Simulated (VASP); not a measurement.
Energy against volume of In (bct). Method: vdW-DF-cx, VASP's PBE PAW potentials (set 64) (plane waves; VASP). Numerical set-up: 520 eV cut-off, 16×16×16 Γ-centred mesh, first-order Methfessel-Paxton smearing of 0.10 eV, potentials In_d.

Shape and ions are relaxed at each volume.

```
V (Å³/atom)  E (eV/atom)
-----------  -----------
25.051           0.43577
25.826           0.43210
26.601           0.43474
27.375           0.44255
```

Problem. Fit these four points and predict the energy of the run at 24.276 Å³/atom.

Solution. A cubic in V^(−2/3), the third-order Birch-Murnaghan form, passes through the four points with V0 = 25.86 Å³/atom and B0 = 43 GPa, and gives 0.4471 eV/atom there. The run gave 0.4471 eV/atom, +0.0 meV/atom from the fit; all five points give B0 = 43 GPa.

The compound is In in the bct structure. It was relaxed first.
